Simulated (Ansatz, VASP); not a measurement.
# Pb (Pb(110)): VASP beside Ansatz, part 2 of 2

Aim: how closely do two programs agree when they are given the same cell, functional and k mesh?  Other levels of theory on this material are compared in a session of their own.

VASP 6.6.1 and Ansatz 0.2.0.

So far: Set-up; Ansatz: single point, LDA; VASP: single point, LDA.

### 3. VASP: single point, LDA (continued)

Level of this step: LDA; plane waves and PAW (Pb) (VASP).

Numbers of over 12 decimals in the logs are rounded to 6 here.

OUTCAR, selected parts (step 3):

```text
ion  position               nearest neighbor table
   1  0.000  0.000  0.316-   3 3.50   2 3.50   2 3.50   2 3.50   2 3.50
   2  0.500  0.500  0.377-   4 3.50   3 3.50   1 3.50   1 3.50   3 3.50   1 3.50   3 3.50   1 3.50
                             3 3.50
   3  0.000  0.000  0.439-   1 3.50   5 3.50   4 3.50   2 3.50   2 3.50   4 3.50   2 3.50   4 3.50
                             2 3.50   4 3.50
   4  0.500  0.500  0.500-   2 3.50   6 3.50   5 3.50   3 3.50   3 3.50   5 3.50   3 3.50   5 3.50
                             3 3.50   5 3.50
   5  0.000  0.000  0.561-   3 3.50   7 3.50   6 3.50   4 3.50   4 3.50   6 3.50   4 3.50   6 3.50
                             4 3.50   6 3.50
   6  0.500  0.500  0.623-   4 3.50   5 3.50   7 3.50   5 3.50   7 3.50   5 3.50   7 3.50   5 3.50
                             7 3.50
   7  0.000  0.000  0.684-   5 3.50   6 3.50   6 3.50   6 3.50   6 3.50

  LATTYP: Found a simple orthorhombic cell.
 ALAT       =     3.5001785669
 B/A-ratio  =     1.4142135624
 C/A-ratio  =     8.1425947722

 Subroutine GETGRP returns: Found  8 space group operations
 (whereof  8 operations were pure point group operations)

The static configuration has the point symmetry D_2h.

 Found     12 irreducible k-points:

   k-points           NKPTS =     12   k-points in BZ     NKDIM =     12   number of bands    NBANDS=     21

   dimension x,y,z NGX =    24 NGY =   16 NGZ =  140
   dimension x,y,z NGXF=    48 NGYF=   32 NGZF=  280

   ENCUT  =  350.0 eV  25.72 Ry    5.07 a.u.   7.55  5.34 43.48*2*pi/ulx,y,z

   NELECT =      28.0000    total number of electrons

 k-points in reciprocal lattice and weights: Automatic mesh
   0.00000000  0.00000000  0.00000000       0.029
   0.20000000  0.00000000  0.00000000       0.057
   0.40000000  0.00000000  0.00000000       0.057
   0.00000000  0.14285714  0.00000000       0.057
   0.20000000  0.14285714  0.00000000       0.114
   0.40000000  0.14285714  0.00000000       0.114
   0.00000000  0.28571429  0.00000000       0.057
   0.20000000  0.28571429  0.00000000       0.114
   0.40000000  0.28571429  0.00000000       0.114
   0.00000000  0.42857143  0.00000000       0.057
   0.20000000  0.42857143  0.00000000       0.114
   0.40000000  0.42857143  0.00000000       0.114

 dipolmoment           0.000000      0.000000      0.000000 electrons x Angstroem

 average (electrostatic) potential at core
       1 -47.5351       2 -47.3048       3 -47.4285       4 -47.4071       5 -47.4285
       6 -47.3048       7 -47.5351

 E-fermi :  -0.2676

 k-point     1 :       0.0000    0.0000    0.0000
  band No.  band energies     occupation
    ...
      9      -2.4761      2.00000
     10      -1.7677      2.00000
     11      -1.5918      2.00000
     12      -1.2691      2.00000
     13      -0.6380      2.00000
     14      -0.1685     -0.04835
     15       0.2681     -0.00000
     16       0.8219     -0.00000
     17       1.7500      0.00000
     18       2.0187      0.00000
    ...

 k-point     2 :       0.2000    0.0000    0.0000
  band No.  band energies     occupation
    ...
      8      -3.1387      2.00000
      9      -3.0061      2.00000
     10      -2.1371      2.00000
     11      -2.0500      2.00000
     12      -0.8932      2.00000
     13      -0.1120     -0.05016
     14       0.3745     -0.00000
     15       1.0743     -0.00000
     16       1.2260     -0.00000
     17       1.7786      0.00000
    ...

 k-point     3 :       0.4000    0.0000    0.0000
  band No.  band energies     occupation
    ...
      9      -3.7394      2.00000
     10      -2.2230      2.00000
     11      -2.1938      2.00000
     12      -0.4219      2.05137
     13      -0.3241      1.80722
     14       1.1794     -0.00000
     15       1.9052      0.00000
     16       2.4778      0.00000
     17       3.0126      0.00000
     18       3.2420      0.00000
    ...

  Total       -5.1031488     -5.2205199     -3.3273982     -0.0000000      0.0000000      0.0000000
  in kB      -16.5577145    -16.9385377    -10.7961011     -0.0000000      0.0000000      0.0000000
  external PRESSURE =     -14.7641177 kB  Pullay stress =       0.0000000 kB

  energy-cutoff  :      350.00
  volume of cell :      493.80
      direct lattice vectors                 reciprocal lattice vectors
     4.950000000  0.000000000  0.000000000     0.202020202  0.000000000  0.000000000
     0.000000000  3.500178567  0.000000000     0.000000000  0.285699710  0.000000000
     0.000000000  0.000000000 28.500535701     0.000000000  0.000000000  0.035087060

 POSITION                                       TOTAL-FORCE (eV/Angst)
 -----------------------------------------------------------------------------------
      0.00000      0.00000      9.00000        -0.000000      0.000000      0.545780
      2.47500      1.75009     10.75009        -0.000000      0.000000     -0.315066
      0.00000      0.00000     12.50018        -0.000000      0.000000     -0.054566
      2.47500      1.75009     14.25027        -0.000000      0.000000      0.000000
      0.00000      0.00000     16.00036        -0.000000     -0.000000      0.054566
      2.47500      1.75009     17.75045         0.000000      0.000000      0.315066
      0.00000      0.00000     19.50054        -0.000000      0.000000     -0.545780
 -----------------------------------------------------------------------------------
    total drift:                                0.000000     -0.000000     -0.000000

  FREE ENERGIE OF THE ION-ELECTRON SYSTEM (eV)
  ---------------------------------------------------
  free  energy   TOTEN  =       -28.5199844552 eV

  energy  without entropy=      -28.5145089685  energy(sigma->0) =      -28.51815929

 vacuum level on the upper side and lower side of the slab         3.713         3.713

 total charge
# of ion       s       p       d       tot
------------------------------------------
    1        1.728   1.227   0.040   2.995
    2        1.733   1.345   0.063   3.141
    3        1.742   1.331   0.072   3.144
    4        1.746   1.333   0.073   3.152
    5        1.742   1.331   0.072   3.144
    6        1.733   1.345   0.063   3.141
    7        1.728   1.227   0.040   2.995
--------------------------------------------------
tot         12.152   9.138   0.422  21.713

[... 3 further parts left out ...]
```

### 4. Side by side

Known differences besides the potentials themselves: the two LDA forms differ slightly; the data sets hold 98 valence electrons in Ansatz (default PAW (the set named soft_2) files) and 28 in VASP; the cutoff is 420 eV in Ansatz and 350 eV in VASP (PREC = Normal); Ansatz makes its cores anew for this functional, VASP keeps those of its PBE data sets; VASP's log shows a relativistic correction to its local exchange, Ansatz's none. Total energies have different zeros and are not compared.

Compared:

```
                                   quantity  Ansatz  VASP  difference
 work function, lower of the two faces (eV)    3.98  3.98        0.00
work function, higher of the two faces (eV)    3.98  3.98        0.00
```

Forces (eV/Å; atoms numbered as in POSCAR):

```
atom        Ansatz x, y, z          VASP x, y, z
 Pb1   0.000, 0.000, 0.560   0.000, 0.000, 0.546
 Pb2  0.000, 0.000, -0.313  0.000, 0.000, -0.315
 Pb3  0.000, 0.000, -0.042  0.000, 0.000, -0.055
 Pb4   0.000, 0.000, 0.000   0.000, 0.000, 0.000
 Pb5   0.000, 0.000, 0.042   0.000, 0.000, 0.055
 Pb6   0.000, 0.000, 0.313   0.000, 0.000, 0.315
 Pb7  0.000, 0.000, -0.560  0.000, 0.000, -0.546
```

The forces differ by 5.8 meV/Å r.m.s., which is 3.0 % of the r.m.s. force of 0.20 eV/Å (both taken over all components). VASP's log warns that it found no field-free region in the vacuum, so its work functions are uncertain.

### 5. Outcome

```json
{
  "r.m.s. force difference (single point, LDA)": "5.8 meV/Å"
}
```

The r.m.s. force difference is 5.8 meV/Å (single point, LDA), within the 12 meV/Å picked in this series as the mark of a large difference. 3 further runs of this series are not shown here. Such differences can come from data sets, numerical settings and the points named under the comparisons, not from the functional's error against experiment.

[Lines on the potential files, build, host, timing and source positions are cut from VASP's logs without a mark.]

[Logs are printed without paths, hosts, clocks, repeated set-up lines and the standing remarks that a program may print on its own settings, such as how far it seeks lower states.]

[Hosts, paths, dates, database ids (printed as entryN), source tags and the programs' standing remarks are cut or masked in the printed files.]
